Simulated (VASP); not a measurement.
Input:

```yaml
crystal:
  lattice:
    - [3.24723, 0.00000, 0.00000]
    - [-1.62362, 2.81219, 0.00000]
    - [0.00000, 0.00000, 9.24955]
  atoms:
    - { symbol: Sc, position: [0.00000, 0.00000, 0.00000] }
    - { symbol: Sc, position: [0.00000, 0.00000, 0.50000] }
    - { symbol: Al, position: [0.33333, 0.66667, 0.25000] }
    - { symbol: Al, position: [0.66667, 0.33333, 0.75000] }
```

All values below come from r2SCAN meta-GGA, VASP's PBE PAW potentials (set 64) (plane waves; VASP). Run with 400 eV cut-off, 12×12×4 Γ-centred mesh, tetrahedra with Blöchl corrections, potentials Sc_sv Al.

Problem. Give the energies of bands 9 to 17 at the high-symmetry points, in eV from the Fermi level.

Solution. 
```
band      Γ      M      K      A      L      H
----  -----  -----  -----  -----  -----  -----
9     -8.29  -3.98  -2.64  -7.86  -3.69  -2.63
10    -7.20  -3.39  -2.64  -7.86  -3.69  -2.63
11    -4.76  -3.37  -1.93  -3.40  -3.01  -1.77
12    -1.36  -2.24  -1.77  -3.40  -3.01  -1.77
13    -0.90  -1.55  -1.77   0.56  -0.80  -1.42
14     1.11  -0.37  -0.64   0.56  -0.80  -1.42
15     1.89  -0.21  -0.58   1.93  -0.03  -0.54
16     1.89  -0.10  -0.58   1.93  -0.03  -0.54
17     1.97   2.02   0.73   1.93   2.28   0.61
```

It has no gap at this level: it comes out as a metal or semimetal.

The structure was generated: ScAl was put into the NiAs type type (P6_3/mmc), which need not be its known phase. It was relaxed first, which changed the volume by -30 %.
